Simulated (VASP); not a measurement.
Data:

```xyz
1
Lattice="-2.8250 2.8250 2.8250 2.8250 -2.8250 2.8250 2.8250 2.8250 -2.8250" Properties=species:S:1:pos:R:3 pbc="T T T"
Rb     0.0000     0.0000     0.0000
```

Calculation: optB88-vdW, VASP's PBE PAW potentials (set 64) (plane waves; VASP). Run with 520 eV cut-off, 8×8×8 Γ-centred mesh, first-order Methfessel-Paxton smearing of 0.10 eV, potentials Rb_sv.

Energy and stress use the plane-wave basis of the starting cell.

**Question.** The ions, cell shape and volume are relaxed. What does this cell relax into?

**Answer.** 
```xyz
1
Lattice="-2.7548 2.7548 2.7548 2.7548 -2.7548 2.7548 2.7548 2.7548 -2.7548" Properties=species:S:1:pos:R:3 pbc="T T T"
Rb     5.5095     0.0000     0.0000
```
Space group Im-3m (229), at a tolerance of 0.03 Å.

**Question.** How do energy and volume change from the first to the last step?

**Answer.** The energy (σ→0) changes by -4.5 meV/atom and the volume by -7.3 %, in 4 ionic steps.

The compound is Rb in the bcc structure. This run relaxes it. Symmetry was kept, so distortions that lower it aren't found.
